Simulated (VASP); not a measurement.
Here is the system:

```
CELL_PARAMETERS angstrom
     -1.51500     1.51500     1.51500
      1.51500    -1.51500     1.51500
      1.51500     1.51500    -1.51500
ATOMIC_POSITIONS crystal
  V  0.00000 0.00000 0.00000
```

All values below come from rev-vdW-DF2, VASP's PBE PAW potentials (set 64) (plane waves; VASP). Settings: 520 eV cut-off, 15×15×15 Γ-centred mesh, first-order Methfessel-Paxton smearing of 0.10 eV, potentials V_sv.

Energy and stress use the plane-wave basis of the starting cell.

The ions, cell shape and volume are relaxed. Predict the relaxed structure.

```
CELL_PARAMETERS angstrom
     -1.48633     1.48633     1.48633
      1.48633    -1.48633     1.48633
      1.48633     1.48633    -1.48633
ATOMIC_POSITIONS crystal
  V  0.00000 0.00000 0.00000
```
Space group Im-3m (229), at a tolerance of 0.03 Å.

How do energy and volume change from the first to the last step?

The energy (σ→0) changes by -24.8 meV/atom and the volume by -5.6 %, in 4 ionic steps.

| step | E(σ→0) (eV) | max force (eV/Å) | pressure (GPa) | volume (Å³) |
|---|---|---|---|---|
| 1 | -6.2879 | 0.000 | -9.85 | 13.91 |
| 2 | -6.2731 | 0.000 | 15.41 | 12.26 |
| 3 | -6.3127 | 0.000 | -0.15 | 13.15 |
| 4 | -6.3127 | 0.000 | 0.09 | 13.13 |

The compound is V in the bcc structure. This run relaxes it. Symmetry was kept, so distortions that lower it aren't found. The run is not spin-polarised, so no magnetic state was tried.
